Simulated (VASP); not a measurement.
All values below come from PBE GGA, VASP's PBE PAW potentials (set 64) (plane waves; VASP).

A VASP calculation is set up with these files.

### POSCAR
```
Cu16H
1
    5.1357214775     0.0000000000     0.0000000000
    2.5678602358     4.4476652459     0.0000000000
    0.0000000000     0.0000000000    20.3733409727
Cu H
16 1
Direct
  0.0000000000   0.0000000000   0.3456330000
  0.5000000000   0.0000000000   0.3456330000
  0.0000000000   0.5000000000   0.3456330000
  0.5000000000   0.5000000000   0.3456330000
  0.1666670000   0.1666670000   0.4485440000
  0.6666670000   0.1666670000   0.4485440000
  0.1666670000   0.6666670000   0.4485440000
  0.6666670000   0.6666670000   0.4485440000
 -0.1666670000   0.3333330000   0.5514560000
  0.3333330000   0.3333330000   0.5514560000
 -0.1666670000   0.8333330000   0.5514560000
  0.3333330000   0.8333330000   0.5514560000
  0.0000000000   0.0000000000   0.6543670000
  0.5000000000   0.0000000000   0.6543670000
  0.0000000000   0.5000000000   0.6543670000
  0.5000000000   0.5000000000   0.6543670000
  0.1666670000   0.1666670000   0.7026570000
```

### KPOINTS
```
Automatic mesh
0
Gamma
6 6 1
0 0 0
```

INCAR:
```
SYSTEM = Cu16H
PREC = Normal
ENCUT = 400
EDIFF = 1E-5
NELM = 100
ALGO = Normal
LREAL = .FALSE.
LASPH = .TRUE.
ISMEAR = 1
SIGMA = 0.1
GGA = PE
LMAXMIX = 4
LWAVE = .TRUE.
LCHARG = .FALSE.
NELMIN = 4
LDIPOL = .TRUE.
IDIPOL = 3
DIPOL = 0.5 0.5 0.5
IBRION = 2
ISIF = 2
NSW = 50
EDIFFG = -0.03
```

POTCAR, in this order: Cu H (PBE.64 set). Program: vasp_std.

Output of the run:

### OSZICAR
```
...
DAV:   8    -0.594883350175E+02    0.41191E-05   -0.64397E-05  1454   0.193E-01
   2 F= -.59488335E+02 E0= -.59486657E+02  d E =-.145707E-01
       N       E                     dE             d eps       ncg     rms          rms(c)
DAV:   1    -0.594658992537E+02    0.22440E-01   -0.20752E+01  1528   0.152E+01    0.384E-01
DAV:   2    -0.595066140842E+02   -0.40715E-01   -0.41829E-01  2280   0.621E+00    0.560E-01
DAV:   3    -0.595058079868E+02    0.80610E-03   -0.36353E-02  1736   0.607E+00    0.376E-01
DAV:   4    -0.595033295966E+02    0.24784E-02   -0.93921E-03  1800   0.326E+00    0.264E-01
DAV:   5    -0.595030815179E+02    0.24808E-03   -0.48821E-03  1766   0.113E+00    0.214E-01
DAV:   6    -0.595025047709E+02    0.57675E-03   -0.34572E-03  1744   0.922E-01    0.827E-02
DAV:   7    -0.595024862499E+02    0.18521E-04   -0.16272E-03  2288   0.942E-01    0.553E-02
DAV:   8    -0.595024652822E+02    0.20968E-04   -0.35227E-04  1840   0.521E-01    0.223E-02
DAV:   9    -0.595024564816E+02    0.88006E-05   -0.12198E-04  1688   0.232E-01    0.161E-02
DAV:  10    -0.595024552192E+02    0.12624E-05   -0.45156E-05  1376   0.108E-01
   3 F= -.59502455E+02 E0= -.59500530E+02  d E =-.286909E-01
       N       E                     dE             d eps       ncg     rms          rms(c)
DAV:   1    -0.595004549525E+02    0.20015E-02   -0.57307E+00  1538   0.788E+00    0.183E-01
DAV:   2    -0.595107597365E+02   -0.10305E-01   -0.10822E-01  2256   0.278E+00    0.253E-01
DAV:   3    -0.595103548883E+02    0.40485E-03   -0.68572E-03  1526   0.176E+00    0.137E-01
DAV:   4    -0.595103141632E+02    0.40725E-04   -0.11197E-03  1688   0.619E-01    0.119E-01
DAV:   5    -0.595103385446E+02   -0.24381E-04   -0.57937E-04  1816   0.838E-01    0.118E-01
DAV:   6    -0.595101322426E+02    0.20630E-03   -0.68961E-04  2912   0.877E-01    0.483E-02
DAV:   7    -0.595100964600E+02    0.35783E-04   -0.50780E-04  2740   0.453E-01    0.193E-02
DAV:   8    -0.595101001882E+02   -0.37283E-05   -0.14454E-04  1702   0.201E-01    0.157E-02
DAV:   9    -0.595100995895E+02    0.59874E-06   -0.36237E-05  1264   0.781E-02
   4 F= -.59510100E+02 E0= -.59507985E+02  d E =-.764437E-02
       N       E                     dE             d eps       ncg     rms          rms(c)
DAV:   1    -0.595079185779E+02    0.21816E-02   -0.24385E+00  1538   0.513E+00    0.111E-01
DAV:   2    -0.595121463305E+02   -0.42278E-02   -0.44051E-02  2248   0.169E+00    0.152E-01
DAV:   3    -0.595120415182E+02    0.10481E-03   -0.26991E-03  1524   0.103E+00    0.866E-02
DAV:   4    -0.595120214661E+02    0.20052E-04   -0.39553E-04  1656   0.330E-01    0.759E-02
DAV:   5    -0.595120673030E+02   -0.45837E-04   -0.24838E-04  1744   0.625E-01    0.796E-02
DAV:   6    -0.595119632233E+02    0.10408E-03   -0.40595E-04  2648   0.766E-01    0.299E-02
DAV:   7    -0.595119391838E+02    0.24039E-04   -0.24721E-04  2708   0.315E-01    0.131E-02
DAV:   8    -0.595119425684E+02   -0.33846E-05   -0.73202E-05  1590   0.115E-01
   5 F= -.59511943E+02 E0= -.59509708E+02  d E =-.948735E-02
       N       E                     dE             d eps       ncg     rms          rms(c)
DAV:   1    -0.595118872382E+02    0.51946E-04   -0.60482E-02  1542   0.808E-01    0.188E-02
DAV:   2    -0.595119940907E+02   -0.10685E-03   -0.11064E-03  2192   0.235E-01    0.187E-02
DAV:   3    -0.595119944119E+02   -0.32124E-06   -0.60391E-05  1438   0.161E-01    0.123E-02
DAV:   4    -0.595119940743E+02    0.33765E-06   -0.88335E-06   888   0.838E-02
   6 F= -.59511994E+02 E0= -.59509742E+02  d E =-.953886E-02
       N       E                     dE             d eps       ncg     rms          rms(c)
DAV:   1    -0.595115349384E+02    0.45947E-03   -0.15697E+00  1546   0.411E+00    0.833E-02
DAV:   2    -0.595141766366E+02   -0.26417E-02   -0.26997E-02  2232   0.128E+00    0.111E-01
DAV:   3    -0.595141931757E+02   -0.16539E-04   -0.18838E-03  1696   0.114E+00    0.893E-02
DAV:   4    -0.595141189910E+02    0.74185E-04   -0.41545E-04  1700   0.613E-01    0.647E-02
DAV:   5    -0.595141041902E+02    0.14801E-04   -0.16295E-04  2174   0.284E-01    0.568E-02
DAV:   6    -0.595140692208E+02    0.34969E-04   -0.27361E-04  2534   0.262E-01    0.192E-02
DAV:   7    -0.595140678418E+02    0.13790E-05   -0.51831E-05  1480   0.209E-01
   7 F= -.59514068E+02 E0= -.59511675E+02  d E =-.207377E-02
       N       E                     dE             d eps       ncg     rms          rms(c)
DAV:   1    -0.595136992083E+02    0.37001E-03   -0.54095E-01  1554   0.242E+00    0.478E-02
DAV:   2    -0.595146381564E+02   -0.93895E-03   -0.96692E-03  2188   0.683E-01    0.562E-02
DAV:   3    -0.595146301456E+02    0.80108E-05   -0.41394E-04  1536   0.368E-01    0.391E-02
DAV:   4    -0.595146252353E+02    0.49103E-05   -0.61289E-05  1496   0.174E-01
   8 F= -.59514625E+02 E0= -.59512141E+02  d E =-.263116E-02
       N       E                     dE             d eps       ncg     rms          rms(c)
DAV:   1    -0.595145722382E+02    0.57907E-04   -0.96415E-02  1568   0.107E+00    0.418E-02
DAV:   2    -0.595152406811E+02   -0.66844E-03   -0.22581E-03  2918   0.149E+00    0.114E-01
DAV:   3    -0.595146707980E+02    0.56988E-03   -0.11616E-03  2764   0.132E+00    0.338E-02
DAV:   4    -0.595146918392E+02   -0.21041E-04   -0.27512E-04  1792   0.155E-01    0.250E-02
DAV:   5    -0.595146905228E+02    0.13164E-05   -0.73544E-05  1492   0.193E-01
   9 F= -.59514691E+02 E0= -.59512172E+02  d E =-.269645E-02
       N       E                     dE             d eps       ncg     rms          rms(c)
DAV:   1    -0.595145741717E+02    0.11767E-03   -0.61000E-02  1560   0.829E-01    0.184E-02
DAV:   2    -0.595147008532E+02   -0.12668E-03   -0.11345E-03  2454   0.387E-01    0.321E-02
DAV:   3    -0.595146864696E+02    0.14384E-04   -0.16670E-04  1788   0.412E-01    0.193E-02
DAV:   4    -0.595146834936E+02    0.29760E-05   -0.46537E-05  1364   0.174E-01
  10 F= -.59514683E+02 E0= -.59512134E+02  d E =-.268942E-02
       N       E                     dE             d eps       ncg     rms          rms(c)
DAV:   1    -0.595146541548E+02    0.32315E-04   -0.24637E-02  1560   0.516E-01    0.115E-02
DAV:   2    -0.595146991325E+02   -0.44978E-04   -0.41098E-04  2352   0.239E-01    0.191E-02
DAV:   3    -0.595146956855E+02    0.34470E-05   -0.43458E-05  1178   0.248E-01    0.789E-03
DAV:   4    -0.595146932638E+02    0.24217E-05   -0.10876E-05   916   0.104E-01
  11 F= -.59514693E+02 E0= -.59512162E+02  d E =-.269919E-02
       N       E                     dE             d eps       ncg     rms          rms(c)
DAV:   1    -0.595146813470E+02    0.14339E-04   -0.61215E-03  1560   0.259E-01    0.655E-03
DAV:   2    -0.595146934912E+02   -0.12144E-04   -0.11362E-04  1982   0.138E-01    0.114E-02
DAV:   3    -0.595146925176E+02    0.97366E-06   -0.12750E-05   928   0.138E-01    0.451E-03
DAV:   4    -0.595146917691E+02    0.74849E-06   -0.39619E-06   900   0.602E-02
  12 F= -.59514692E+02 E0= -.59512151E+02  d E =-.269769E-02
       N       E                     dE             d eps       ncg     rms          rms(c)
DAV:   1    -0.595142195458E+02    0.47297E-03   -0.56156E-01  1546   0.247E+00    0.466E-02
DAV:   2    -0.595152024340E+02   -0.98289E-03   -0.10088E-02  2190   0.674E-01    0.582E-02
DAV:   3    -0.595151996963E+02    0.27377E-05   -0.38655E-04  1600   0.474E-01    0.478E-02
DAV:   4    -0.595151889488E+02    0.10748E-04   -0.10549E-04  1644   0.344E-01    0.396E-02
DAV:   5    -0.595151786968E+02    0.10252E-04   -0.33259E-05  1014   0.214E-01    0.351E-02
DAV:   6    -0.595151753368E+02    0.33601E-05   -0.17349E-04  2180   0.176E-01    0.231E-02
DAV:   7    -0.595151690053E+02    0.63315E-05   -0.15557E-05   842   0.104E-01
  13 F= -.59515169E+02 E0= -.59512574E+02  d E =-.477236E-03
```

### OUTCAR
```
------------------------ aborting loop because EDIFF is reached ----------------------------------------
  FORCE on cell =-STRESS in cart. coord.  units (eV):
  Direction    XX          YY          ZZ          XY          YZ          ZX
  --------------------------------------------------------------------------------------
  Total       -3.7902076     -3.7902075     -1.3247196      0.0000004      0.0000000      0.0000000
  in kB      -13.0490161    -13.0490160     -4.5607758      0.0000015      0.0000000      0.0000000
  external PRESSURE =     -10.2196026 kB  Pullay stress =       0.0000000 kB
  volume of cell :      465.37
      direct lattice vectors                 reciprocal lattice vectors
     5.135721477  0.000000000  0.000000000     0.194714609 -0.112418510  0.000000000
     2.567860236  4.447665246  0.000000000     0.000000000  0.224837065  0.000000000
     0.000000000  0.000000000 20.373340973     0.000000000  0.000000000  0.049083751
 POSITION                                       TOTAL-FORCE (eV/Angst)
 -----------------------------------------------------------------------------------
      7.70268      4.44714      7.07092        -0.006736     -0.003889      0.008672
      5.13662      4.44714      7.07092         0.006736     -0.003889      0.008672
      6.41965      2.22488      7.07092        -0.000000      0.007778      0.008672
      3.85179      2.22383      7.07845         0.000000     -0.000000      0.023855
      1.28393      0.74128      9.14804         0.000000     -0.000000      0.006308
      3.85179      0.73420      9.15231         0.000000     -0.003404     -0.006192
      2.56173      2.96865      9.15231        -0.002948      0.001702     -0.006192
      5.14185      2.96865      9.15231         0.002948      0.001702     -0.006192
      5.13689      1.48188     11.20445        -0.003610      0.002084     -0.007108
      2.56669      1.48188     11.20445         0.003610      0.002084     -0.007108
      6.41965      3.70639     11.29326        -0.000000     -0.000000     -0.007466
      3.85179      3.70774     11.20445         0.000000     -0.004169     -0.007108
      0.00329      0.00190     13.33605         0.000956      0.000552     -0.008200
      2.56457      0.00190     13.33605        -0.000956      0.000552     -0.008200
      1.28393      2.22003     13.33605         0.000000     -0.001104     -0.008200
      3.85179      2.22383     13.24003        -0.000000     -0.000000      0.015594
      1.28393      0.74128     14.25126        -0.000000     -0.000000      0.000192
 -----------------------------------------------------------------------------------
    total drift:                                0.005069      0.002927      0.043346
  FREE ENERGIE OF THE ION-ELECTRON SYSTEM (eV)
  ---------------------------------------------------
  free  energy   TOTEN  =       -59.5151690053 eV

  energy  without entropy=      -59.5073831418  energy(sigma->0) =      -59.51257372

 reached required accuracy - stopping structural energy minimisation
```
(Selected blocks of OUTCAR.)

CONTCAR:
```
Cu16H
   1.00000000000000
     5.1357214774999997    0.0000000000000000    0.0000000000000000
     2.5678602358000000    4.4476652458999997    0.0000000000000000
     0.0000000000000000    0.0000000000000000   20.3733409726999994
  Cu              H
    16     1
Direct
     0.9998827845399344    0.9998827845399344    0.3470672249755347
     0.5002344309201315    0.9998827845399344    0.3470672249755347
     0.9998827845399344    0.5002344309201315    0.3470672249755347
     0.5000000000000000    0.5000000000000000    0.3474371095983095
     0.1666669999999968    0.1666669999999968    0.4490200875953114
     0.6674628600942676    0.1650752798114550    0.4492295231100463
     0.1650752798114550    0.6674628600942676    0.4492295231100463
     0.6674628600942676    0.6674628600942676    0.4492295231100463
     0.8336367535442682    0.3331811232278707    0.5499562839404304
     0.3331811232278707    0.3331811232278707    0.5499562839404304
     0.8333330000000032    0.8333330000000032    0.5543155147340362
     0.3331811232278707    0.8336367535442682    0.5499562839404304
     0.0004275731212089    0.0004275731212089    0.6545831479736703
     0.4991448537575823    0.0004275731212089    0.6545831479736703
     0.0004275731212089    0.4991448537575823    0.6545831479736703
     0.5000000000000000    0.5000000000000000    0.6498704354900564
     0.1666669999999968    0.1666669999999968    0.6995053125832433
```

OUTCAR:
```
 val. band max:        0.3509783278   @ k =   0.1667   0.0000   0.0000

 cond. band min:       0.3586308599   @ k =   0.5000   0.1667   0.0000


 Fermi energy:         0.3576109129

 k-point     1 :       0.0000    0.0000    0.0000
  band No.  band energies     occupation
      1      -8.5433      2.00000
      2      -7.5427      2.00000
      3      -6.1773      2.00000
      4      -4.9730      2.00000
      5      -4.4973      2.00000
      6      -4.4144      2.00000
      7      -4.4144      2.00000
      8      -4.2858      2.00000
      9      -4.2852      2.00000
     10      -4.2852      2.00000
     11      -4.2815      2.00000
     12      -3.9305      2.00000
     13      -3.9305      2.00000
     14      -3.8736      2.00000
     15      -3.8717      2.00000
     16      -3.8717      2.00000
     17      -3.8337      2.00000
     18      -3.8101      2.00000
     19      -3.8101      2.00000
     20      -3.5676      2.00000
     21      -3.4398      2.00000
     22      -3.4398      2.00000
     23      -3.0979      2.00000
     24      -2.8839      2.00000
     25      -2.8839      2.00000
     26      -2.7548      2.00000
     27      -2.6875      2.00000
     28      -2.6664      2.00000
     29      -2.6664      2.00000
     30      -2.6561      2.00000
     31      -2.5718      2.00000
     32      -2.5718      2.00000
     33      -2.5641      2.00000
     34      -2.5216      2.00000
     35      -2.5216      2.00000
     36      -2.5159      2.00000
     37      -2.5159      2.00000
     38      -2.4823      2.00000
     39      -2.4443      2.00000
     40      -2.4443      2.00000
     41      -2.3615      2.00000
     42      -2.3579      2.00000
     43      -2.3579      2.00000
     44      -2.3218      2.00000
     45      -2.3218      2.00000
     46      -2.2570      2.00000
     47      -2.0972      2.00000
     48      -2.0972      2.00000
     49      -2.0541      2.00000
     50      -2.0261      2.00000
     51      -2.0261      2.00000
...
```

The cell is a thin slab with vacuum, built from Cu (fcc): (111) face, H adsorbed.
